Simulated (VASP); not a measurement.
Given:

```
SnS2
1.0
    3.64951     0.00000     0.00000
   -1.82475     3.16057     0.00000
    0.00000     0.00000    12.07286
Sn S
2 4
Direct
  0.33333   0.66667   0.62502
  0.66667   0.33333   0.12502
  0.66667   0.33333   0.74717
  0.33333   0.66667   0.24717
  0.00000   0.00000   0.00281
  0.00000   0.00000   0.50281
```

Computed with PBEsol GGA, VASP's PBE PAW potentials (set 64) (plane waves; VASP). Run with 400 eV cut-off, 8×8×2 Γ-centred mesh, tetrahedra with Blöchl corrections, potentials Sn_d S.

Problem. The job: SnS₂ (space group P6_3mc), 6 atoms, PBEsol, static run, 400 eV, 8×8×2 Γ-centred mesh. Roughly how much core time does it take on a busy server core?

Solution. About 70 core-seconds (one run on a shared machine, a rough figure). It had 20 irreducible k-points, 31 bands, up to 2562 plane waves and 16 electronic steps.

The structure comes from a computed database's SnS2 entry (P6_3mc); how it stands against other phases isn't given here. It was relaxed first.
